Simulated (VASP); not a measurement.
VASP input:

**INCAR**
```
! general
SYSTEM  = CuI
PREC    = Accurate
ENCUT   = 400
LREAL   = .False.
LASPH   = .True.

! electronic loop
EDIFF   = 1E-6
NELM    = 100
ALGO    = Normal
LMAXMIX = 4
LMIXTAU = .True.

! smearing
ISMEAR  = 0
SIGMA   = 0.05

! functional
METAGGA = R2SCAN

! ions
IBRION  = 2
NSW     = 60
ISIF    = 3
EDIFFG  = -0.02

! output
LWAVE   = .False.
LCHARG  = .False.
```

### POSCAR
```
CuI
1.0
  4.0903862480   0.0000000000   0.0000000000
  0.0000000000   4.0903862480   0.0000000000
  0.0000000000   0.0000000000   6.5117518615
Cu I
2 2
Cart
  2.0451931240   2.0451931240   0.0000000000
  0.0000000000   0.0000000000   0.0000000000
  2.0451931240   0.0000000000   1.6856428651
  4.0903862480   2.0451931240   4.8261089964
```

KPOINTS:
```
kpoints
0
G
 5 5 3
0 0 0
```

POTCAR, in this order: Cu I (PBE.64 set). Program: vasp_std.

Question: Translate this r2SCAN calculation to Ansatz.

Answer: One equivalent input (not run):
Ansatz 0.2 input:
```yaml
crystal:
  lattice:
    - [4.0903862, 0.0000000, 0.0000000]
    - [0.0000000, 4.0903862, 0.0000000]
    - [0.0000000, 0.0000000, 6.5117519]
  atoms:
    - { symbol: Cu, position: [0.5000000, 0.5000000, 0.0000000] }
    - { symbol: Cu, position: [0.0000000, 0.0000000, 0.0000000] }
    - { symbol: I, position: [0.5000000, 0.0000000, 0.2588617] }
    - { symbol: I, position: [1.0000000, 0.5000000, 0.7411383] }
kpoints:
  mp_grid: { grid: [5, 5, 3] }
hamiltonian:
  xc: r2scan
  pseudopotentials: { kind: paw }
scf:
  occupations: { method: gaussian, width: 0.05 }
  max_iter: 100
relax:
  max_steps: 60
  f_tol: 0.02
  cell: {}
output: { forces: true, stress: true, eigenvalues: true }
```
What does not carry over: each code has its own PAW files, so the cut-off isn't converted (ENCUT is set for VASP's; basis.ecutwfc is left out, and Ansatz then takes the one that its files recommend); Ansatz stops its SCF on the density residual and VASP on the energy change (EDIFF).

The structure comes from a computed database's CuI entry (P4/nmm); how it stands against other phases isn't given here. It was relaxed first. The start is the result of an earlier pass.
